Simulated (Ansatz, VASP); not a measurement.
# Cross-check of Ge61H38 (germane after losing H2 on H:Ge(100)-2x1) between VASP and Ansatz

One calculation is typed for both programs; each brings its own data sets. How far apart do they land? The cell is taken from a series of runs on this material, whose earlier steps may have relaxed, scaled, displaced or heated it; both programs get it as it stands.

Method: plane waves, with VASP 6.6.1 beside it; single point at RPBE with D3(BJ), in Ansatz 0.2.0.

### 1. Set-up

The cell holds 99 atoms: 61 Ge and 38 H. Cell: a = 16.292 Å, b = 12.219 Å, c = 23.953 Å, α = 90.0°, β = 90.0°, γ = 90.0°. It derives from Ge (H:Ge(100)-2x1). As first built, before any earlier steps moved the atoms (in the runner's words): diamond Ge(100), 4 x 3 surface cells, five layers, dimers with one H on each atom, bottom capped by H (lattice constants typed as starting values near PBE's), lower atoms held; the H of one Ge-H group replaced by the Ge fragment of germane less one ligand, eased by MACE. Vacuum lies along c.

### 2. VASP: single point, RPBE with D3(BJ)

With cell and atoms fixed, the geometry can't cause a difference; cores, projectors, grids and the points listed under the comparison can.

Lines of VASP's logs that name or quote its potential files are left out, and so is its time.

INCAR

```
SYSTEM = Ge61H38
PREC = Accurate
ENCUT = 410
EDIFF = 1E-06
NELM = 120
ISMEAR = -1
SIGMA = 0.025
LREAL = Auto
ALGO = Normal
GGA = RP
IVDW = 12
NBANDS = 520
LORBIT = 11
LWAVE = .FALSE.
LCHARG = .FALSE.
ISIF = 2
LASPH = .TRUE.
GGA_COMPAT = .FALSE.
EFERMI = MIDGAP
NCORE = 2
```

POSCAR

```
Ge61H38
1.0
   16.2917400000      0.0000000000      0.0000000000
    0.0000000000     12.2188100000      0.0000000000
    0.0000000000      0.0000000000     23.9526600000
Ge H
61 38
Direct
    0.0000000000      0.0000000000      0.0788700000
    0.1250000000      0.0000000000      0.1389900000
    0.1250200000      0.1666800000      0.1935600000
    0.0058100000      0.1667150000      0.2561900000
    0.0472800000      0.0000200000      0.3070700000
    0.0000000000      0.3333350000      0.0788700000
    0.1250000000      0.3333350000      0.1389900000
    0.1250200000      0.4999900000      0.1935600000
    0.0058100000      0.4999550000      0.2561900000
    0.0473700000      0.3333350000      0.3071200000
    0.0000000000      0.6666700000      0.0788700000
    0.1250000000      0.6666700000      0.1389900000
    0.1249700000      0.8333350000      0.1935500000
    0.0057700000      0.8333350000      0.2561800000
    0.0472800000      0.6666500000      0.3070700000
    0.2500000000      0.0000000000      0.0788700000
    0.3750000000      0.0000000000      0.1389900000
    0.3749100000      0.1666800000      0.2000700000
    0.2443100000      0.1666650000      0.2561300000
    0.2029000000      0.9999900000      0.3070400000
    0.2500000000      0.3333350000      0.0788700000
    0.3750000000      0.3333350000      0.1389900000
    0.3749100000      0.4999900000      0.2000700000
    0.2443100000      0.5000050000      0.2561300000
    0.2030500000      0.3333350000      0.3071000000
    0.2500000000      0.6666700000      0.0788700000
    0.3750000000      0.6666700000      0.1389900000
    0.3750300000      0.8333350000      0.2001700000
    0.2442800000      0.8333350000      0.2560800000
    0.2029000000      0.6666800000      0.3070400000
[... 63 atom lines left out ...]
    0.7332300000      0.0000100000      0.3685500000
    0.7321800000      0.3333350000      0.3687000000
    0.7332300000      0.6666600000      0.3685500000
    0.5620800000      0.3333350000      0.4458000000
    0.4385000000      0.4358850000      0.4121900000
    0.4385000000      0.2307850000      0.4121900000
```

KPOINTS

```
Automatic mesh
0
Gamma
1 1 1
0 0 0
```

PAW data sets: Ge_d and H (PBE family, release 64).

Command:

```console
mpirun -np 8 vasp_gam
```

Numbers of over 12 decimals in the logs are rounded to 6 here.

The program printed:

```text
[banner, memory and clock lines left out]
running    8 mpi-ranks, on    1 nodes
[...]
|                                                                             |
|               ----> ADVICE to this user running VASP <----                  |
|                                                                             |
|     You enforced a specific xc type in the INCAR file but a different       |
|     [... a line on the potential file left out ...]
|     I HOPE YOU KNOW WHAT YOU ARE DOING!                                     |
|                                                                             |

 LDA part: xc-table for (Slater+PW92), standard interpolation
 POSCAR, INCAR and KPOINTS ok, starting setup
[...]
entering main loop
       N       E                     dE             d eps       ncg     rms          rms(c)
DAV:   1     0.127402873680E+05    0.12740E+05   -0.40398E+05  1120   0.287E+03
DAV:   2     0.237187819538E+04   -0.10368E+05   -0.10166E+05  1336   0.688E+02
DAV:   3    -0.108147264256E+03   -0.24800E+04   -0.23829E+04  1456   0.240E+02
DAV:   4    -0.370620277441E+03   -0.26247E+03   -0.25907E+03  1208   0.867E+01
[...]
DAV:  29    -0.370680603252E+03   -0.29197E-05   -0.11112E-07   704   0.162E-03    0.167E-04
DAV:  30    -0.370680606089E+03   -0.28373E-05   -0.10001E-07   680   0.148E-03    0.130E-04
DAV:  31    -0.370680606713E+03   -0.62370E-06   -0.39298E-08   680   0.863E-04
   1 F= -.43574795E+03 E0= -.43574795E+03  d E =-.646421E-11
```

From OUTCAR (step 2):

```text
  FREE ENERGIE OF THE ION-ELECTRON SYSTEM (eV)
  ---------------------------------------------------
  free  energy   TOTEN  =      -435.7479530831 eV

  energy  without entropy=     -435.7479530831  energy(sigma->0) =     -435.74795308
```

### 3. Ansatz: single point, RPBE with D3(BJ)

Ansatz runs on its default PAW (the set named soft_2) files.

The same cell, functional, mesh and smearing now go to Ansatz, which takes its cutoff from its data sets.

input.yaml

```yaml
crystal:
  lattice:
    - [16.29174, 0.0, 0.0]
    - [0.0, 12.21881, 0.0]
    - [0.0, 0.0, 23.95266]
  atoms:
    - { symbol: Ge, position: [0.0, 1.0, 0.07887] }
    - { symbol: Ge, position: [0.125, 1.0, 0.13899] }
    - { symbol: Ge, position: [0.12502, 0.16668, 0.19356] }
    - { symbol: Ge, position: [0.00581, 0.16671, 0.25619] }
    - { symbol: Ge, position: [0.04728, 2.0e-05, 0.30707] }
    - { symbol: Ge, position: [0.0, 0.33333, 0.07887] }
    - { symbol: Ge, position: [0.125, 0.33333, 0.13899] }
    - { symbol: Ge, position: [0.12502, 0.49999, 0.19356] }
    - { symbol: Ge, position: [0.00581, 0.49995, 0.25619] }
    - { symbol: Ge, position: [0.04737, 0.33333, 0.30712] }
    - { symbol: Ge, position: [0.0, 0.66667, 0.07887] }
    - { symbol: Ge, position: [0.125, 0.66667, 0.13899] }
    - { symbol: Ge, position: [0.12497, 0.83333, 0.19355] }
    - { symbol: Ge, position: [0.00577, 0.83333, 0.25618] }
    - { symbol: Ge, position: [0.04728, 0.66665, 0.30707] }
    - { symbol: Ge, position: [0.25, 1.0, 0.07887] }
    - { symbol: Ge, position: [0.375, 1.0, 0.13899] }
    - { symbol: Ge, position: [0.37491, 0.16668, 0.20007] }
    - { symbol: Ge, position: [0.24431, 0.16666, 0.25613] }
    - { symbol: Ge, position: [0.2029, 0.99999, 0.30704] }
    - { symbol: Ge, position: [0.25, 0.33333, 0.07887] }
    - { symbol: Ge, position: [0.375, 0.33333, 0.13899] }
    - { symbol: Ge, position: [0.37491, 0.49999, 0.20007] }
    - { symbol: Ge, position: [0.24431, 0.5, 0.25613] }
    - { symbol: Ge, position: [0.20305, 0.33333, 0.3071] }
    - { symbol: Ge, position: [0.25, 0.66667, 0.07887] }
    - { symbol: Ge, position: [0.375, 0.66667, 0.13899] }
    - { symbol: Ge, position: [0.37503, 0.83333, 0.20017] }
    - { symbol: Ge, position: [0.24428, 0.83333, 0.25608] }
    - { symbol: Ge, position: [0.2029, 0.66668, 0.30704] }
[... 63 atom lines left out ...]
    - { symbol: H, position: [0.73218, 0.33333, 0.3687] }
    - { symbol: H, position: [0.73323, 0.66666, 0.36855] }
    - { symbol: Ge, position: [0.49186, 0.33333, 0.4027] }
    - { symbol: H, position: [0.56208, 0.33333, 0.4458] }
    - { symbol: H, position: [0.4385, 0.43588, 0.41219] }
    - { symbol: H, position: [0.4385, 0.23078, 0.41219] }
kpoints:
  mp_grid: { grid: [1, 1, 1] }
hamiltonian:
  xc: rpbe
  dispersion: d3bj
scf:
  occupations: { method: fermi_dirac, width: 0.025 }
output:
  forces: true
```

Command:

```console
ansatz run input.yaml --threads 6 --pin off --max-ram 102400MiB --backend cuda --events-out ev --progress --plain --runs-dir out
```

The program printed:

```text
Warning: the atoms were moved onto the symmetric positions of the space group found under crystal.symmetry.tolerance 1.0e-5 (fractional; no operation is sought that the atoms, as they stand in a round, miss by more than twice it, and no atom is moved by as much as it), and the run uses the moved positions. Before a round's move an operation carried an atom to 6.17e-5 Å from where it should land, the largest such dist [...]
[...]
Initial density: superposition of atomic densities (neutral atoms: chi_scale 0, normalization atom), corrected by the library's trained network
Initial wavefunctions: pseudopotential atomic-orbital guess
GPU buffer pool allocated for 1749600 grid points (all kernels)
GPU transforms: local potential and band sums: pruned to the plane-wave sphere, on 120×81×162
Functional: x = rpbe, c = pbe(β = 0.066725)
SCF iter   1: F=—  HF=-263000.689251 eV  |F-HF|=—  |Δ(HF+E_count)|=         —  Δρ=2.63e-3  dr2=4.13e-1  ethr=1.77e-3  ⟨swp⟩=6.0  Hψ=2001  notcnv=0  defer=35
preconditioner: auto → Resta (q_TF=auto, 2.063 Å⁻¹)  ε∞=1.5  [insulator: Δε(μ)=1.352 eV  Ē_g=21.829 eV  σ=0.025 eV  W_gap=1.00  n_scr=708 (ndim 8)  ℏωp=16.1 eV  f_vac=0.627  D(μ)=0.00/eV (n_scr^D=0)  ε∞_Penn≈1.5  vacuum switching on, ρ_ref=3.5e-2 e/Å³]
SCF iter   2: F=—  HF=-263000.640551 eV  |F-HF|=—  |Δ(HF+E_count)|=   4.87e-2  Δρ=1.34e-3  dr2=2.95e-1  ethr=4.63e-5  ⟨swp⟩=3.0  Hψ=1083  notcnv=0  defer=93
SCF iter   3: F=—  HF=-263000.622904 eV  |F-HF|=—  |Δ(HF+E_count)|=   1.76e-2  Δρ=8.26e-4  dr2=1.66e-1  ethr=3.31e-5  ⟨swp⟩=5.0  Hψ=555  notcnv=0  defer=65
automatic band count: iteration 3 solves 517 bands in place of 545: the levels show a gap, and the empty bands left out lie too high to hold charge; the band table lists the bands solved (type scf.n_extra_bands for more)
SCF iter   4: F=—  HF=-263000.603197 eV  |F-HF|=—  |Δ(HF+E_count)|=   1.97e-2  Δρ=4.34e-4  dr2=1.86e-2  ethr=1.87e-5  ⟨swp⟩=2.0  Hψ=602  notcnv=0  defer=64
SCF iter   5: F=—  HF=-263000.602810 eV  |F-HF|=—  |Δ(HF+E_count)|=   3.86e-4  Δρ=1.97e-4  dr2=1.80e-3  ethr=2.09e-6  ⟨swp⟩=2.0  Hψ=544  notcnv=0  defer=64
SCF iter   6: F=—  HF=-263000.602156 eV  |F-HF|=—  |Δ(HF+E_count)|=   6.55e-4  Δρ=6.95e-5  dr2=2.20e-4  ethr=2.02e-7  ⟨swp⟩=2.0  Hψ=586  notcnv=0  defer=64
SCF iter   7: F=—  HF=-263000.602328 eV  |F-HF|=—  |Δ(HF+E_count)|=   1.73e-4  Δρ=2.50e-5  dr2=8.93e-5  ethr=2.46e-8  ⟨swp⟩=2.0  Hψ=899  notcnv=0  defer=64
SCF iter   8: F=—  HF=-263000.604478 eV  |F-HF|=—  |Δ(HF+E_count)|=   2.15e-3  Δρ=1.14e-5  dr2=9.41e-6  ethr=1.00e-8  ⟨swp⟩=2.0  Hψ=608  notcnv=0  defer=64
SCF iter   9: F=—  HF=-263000.604486 eV  |F-HF|=—  |Δ(HF+E_count)|=   7.43e-6  Δρ=5.63e-6  dr2=2.31e-6  ethr=1.06e-9  ⟨swp⟩=2.0  Hψ=594  notcnv=0  defer=64
SCF iter  10: F=—  HF=-263000.604488 eV  |F-HF|=—  |Δ(HF+E_count)|=   2.73e-6  Δρ=2.02e-6  dr2=3.31e-7  ethr=2.59e-10  ⟨swp⟩=2.0  Hψ=594  notcnv=0  defer=64
SCF iter  11: F=—  HF=-263000.604489 eV  |F-HF|=—  |Δ(HF+E_count)|=   5.24e-7  Δρ=1.13e-6  dr2=6.67e-7  ethr=1.12e-11  ⟨swp⟩=4.0  Hψ=1541  notcnv=0
SCF iter  12: F=-263000.604489 eV  HF=-263000.604489 eV  |F-HF|=2.69e-8  |Δ(HF+E_count)|=   4.56e-8  Δρ=5.24e-7  dr2=3.88e-8  ethr=1.12e-11  ⟨swp⟩=2.0  Hψ=1522  notcnv=0
SCF 1 converged in 12 iterations: F = -263000.604489 eV  dr2 = 3.88e-8
  greatest PAW one-centre occupation: 0.998 electrons in one spin orbital (limit 2), on the Ge atom at site 95 (counted from 0), in its partial waves of l = 2
SCF converged after 12 iterations
Free energy (F): -263000.604489 eV
Harris-Foulkes:  -263000.604489 eV  (|F-HF|=2.69e-8)
Internal energy: -263000.604489 eV  (E = F + TS)
E sigma→0 (E₀):  -263000.604489 eV
Fermi energy:    -0.326811 eV
--- Per-component energies (eV) ---
  E_band       = -16734.644527
  E_kinetic    = 7284.958915
  E_local      = -843713.726381  (includes V_loc(G=0)·N_el)
  E_nonlocal   = 25591.401289
  E_hartree    = 408765.470220
  E_xc         = -4936.629847
  E_vxc        = -4342.034876  (∫ρ·V_xc dr)
  E_paw        = -123600.495952  (= ΣΔE_a)
  E_vpaw       = -19086.145937  (= ΣTr[D̂ρ^β])
  E_aug_tail   = -0.028703  (compensation charges beyond the density's cutoff)
  E_ewald      = 267684.610634
  E_disp       = -65.068370  (pairwise vdW)
  E_core_change = -11.096294  (= ΣΔE_core)
  E_smearing   = -0.000000  (= −TS)
  E_closure    = 0.000000  (closes the sum)
  Σ components = -263000.604489   (vs F -263000.604489, Δ=0.00e0)
--- Forces (eV/Å), atoms counted from 1 ---
  atom   1  Ge     0.22565372     0.00180495     0.85962219
  atom   2  Ge     0.00076158     0.00175716    -0.71805219
  atom   3  Ge     0.00178188    -0.00000016     0.23871696
  atom   4  Ge     0.21042093    -0.00071310    -0.16672311
  atom   5  Ge     0.26051065    -0.00032805    -0.44272247
  atom   6  Ge     0.22726306     0.00000000     0.86064037
  atom   7  Ge     0.00154522     0.00000000    -0.71954589
  atom   8  Ge     0.00178188     0.00000016     0.23871696
  atom   9  Ge     0.21042093     0.00071310    -0.16672311
  atom  10  Ge     0.26017330     0.00000000    -0.43949701
  atom  11  Ge     0.22565372    -0.00180495     0.85962219
  atom  12  Ge     0.00076158    -0.00175716    -0.71805219
  atom  13  Ge     0.00131500     0.00000000     0.23824229
  atom  14  Ge     0.20993670     0.00000000    -0.16709986
  atom  15  Ge     0.26051065     0.00032805    -0.44272247
  atom  16  Ge    -0.22392172    -0.00125331     0.85927743
  atom  17  Ge    -0.00303833    -0.00513626     0.16033721
  atom  18  Ge     0.00427830    -0.00017222    -0.07081138
  atom  19  Ge    -0.20856191    -0.00003917    -0.16475979
  atom  20  Ge    -0.25849831     0.00023011    -0.44286791
  atom  21  Ge    -0.22229304     0.00000000     0.85968397
  atom  22  Ge    -0.00732758     0.00000000     0.15518784
  atom  23  Ge     0.00427830     0.00017222    -0.07081138
  atom  24  Ge    -0.20856191     0.00003917    -0.16475979
[...]
atom  92  H     -0.00901433     0.00231093     0.03466492
  atom  93  H      0.01310593     0.00014784     0.03640649
  atom  94  H      0.01242520     0.00000000     0.03299811
  atom  95  H      0.01310593    -0.00014784     0.03640649
  atom  96  Ge     0.08605797     0.00000000    -0.24562008
  atom  97  H      0.03749241     0.00000000     0.02763358
  atom  98  H     -0.02314908     0.03193277     0.00128491
  atom  99  H     -0.02314908    -0.03193277     0.00128491
  max |Σ_I F_I| component: 9.97e-5 eV/Å
```

### 4. Comparison

Known differences besides the potentials themselves: Ansatz makes its cores anew for this functional, VASP keeps those of its PBE data sets; Ansatz takes its cutoff from its data sets, VASP runs at 410 eV. Total energies have different zeros and are not compared.

The two programs side by side:

| quantity | Ansatz | VASP | difference |
| --- | --- | --- | --- |
| gap on the k mesh (eV) | 1.333 | 1.339 | -0.006 |

Forces on 10 of the 99 atoms, those with the largest forces and the largest differences (eV/Å; atoms numbered as in POSCAR):

| atom | Ansatz x, y, z | VASP x, y, z |
| --- | --- | --- |
| Ge1 | 0.226, 0.002, 0.860 | 0.226, 0.002, 0.813 |
| Ge6 | 0.227, 0.000, 0.861 | 0.227, 0.000, 0.814 |
| Ge11 | 0.226, -0.002, 0.860 | 0.226, -0.002, 0.813 |
| Ge26 | -0.224, 0.001, 0.859 | -0.224, 0.001, 0.812 |
| Ge31 | 0.226, 0.003, 0.862 | 0.226, 0.003, 0.815 |
| Ge36 | 0.226, 0.000, 0.864 | 0.226, 0.000, 0.817 |
| Ge41 | 0.226, -0.003, 0.862 | 0.226, -0.003, 0.815 |
| Ge46 | -0.230, -0.007, 0.856 | -0.230, -0.007, 0.809 |
| Ge51 | -0.232, 0.000, 0.857 | -0.232, 0.000, 0.810 |
| Ge56 | -0.230, 0.007, 0.856 | -0.230, 0.007, 0.809 |

The forces differ by 19 meV/Å r.m.s., which is 8.0 % of the r.m.s. force of 0.240 eV/Å (both taken over all components). A gap on the mesh is an upper bound, since the band edges may lie between its points. With vacuum in the cell, a pressure given here is an average over mostly empty space and none of the material.

### 5. Summary of results

```yaml
r_m_s_force_difference_single_point_rpbe_with_d3_bj: 8.0 % of the r.m.s. force
```

The r.m.s. force difference is 8.0 % of the r.m.s. force (single point, RPBE with D3(BJ)), beyond the 3 % picked in this series as the mark of a large difference. What causes the difference of the single point, RPBE with D3(BJ) pair stays open here. Such differences can come from data sets, numerical settings and the points named under the comparisons, not from the functional's error against experiment.

[Lines on the potential files, build, host, timing and source positions are cut from VASP's logs without a mark.]

[Logs are printed without paths, hosts, clocks, repeated set-up lines and the standing remarks that a program may print on its own settings, such as how far it seeks lower states.]

[Hosts, paths, dates, database ids (printed as entryN), source tags and the programs' standing remarks are cut or masked in the printed files.]
